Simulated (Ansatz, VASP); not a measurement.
Hf2Pd2Se2Br2O3: VASP beside Ansatz

```
CELL_PARAMETERS angstrom
5.87367 0.00506 -0.00292
-0.53785 5.96131 0.03480
-1.51346 -0.94459 6.77620
ATOMIC_POSITIONS crystal
Hf 0.74540 0.39602 0.34989
Hf 0.28763 0.45322 0.59401
Pd 0.90854 0.13294 0.84849
Pd 0.25249 0.90323 0.35874
Se 0.63469 0.40355 0.93716
Se 0.62597 0.78174 0.53023
Br 0.85273 0.99089 0.15355
Br 0.22526 0.82084 0.86223
O 0.96040 0.28925 0.59026
O 0.43233 0.24524 0.40864
O 0.07457 0.58308 0.36682
```

Change from the starting cell: volume scaled by 1.06.

Alike in both runs: task single point; functional PBE; k mesh 5 × 5 × 4; occupations fermi-dirac, width 0.05 eV; no spin polarisation.

|  | VASP | Ansatz |
| --- | --- | --- |
| version | VASP 6.6.1 | Ansatz 0.2.0 |
| potentials or method | VASP PAW PBE potentials, release 64 (Hf_pv, Pd, Se, Br, O) | Ansatz PAW |
| plane-wave cutoff (eV) | 520 | 420 |
| valence electrons in the cell | 84 | 152 |

```tsv
	VASP	Ansatz	Ansatz less VASP
gap on the k mesh at the Fermi level (eV)	0.18	0.20	+0.016
least direct gap on the mesh (eV)	0.40	0.41	+0.012
pressure (GPa)	-5.6	-5.1	+0.55
largest component of the traceless stress (GPa)	0.86	0.71	-0.154
rms of the force components (eV/Å)	0.326	0.273	-0.0532
```

Atom by atom the forces differ by 0.060 eV/Å (rms over components). The two sets of potentials don't hold the same shells in valence.

Caveats: spin-orbit coupling is left out, which moves the levels of the heavy elements; an odd mesh through Γ misses points on the zone boundary, where band edges often lie (VASP); odd divisions of the mesh miss points on the zone boundary, where band edges often lie, so the gap on the mesh can be too wide (Ansatz).
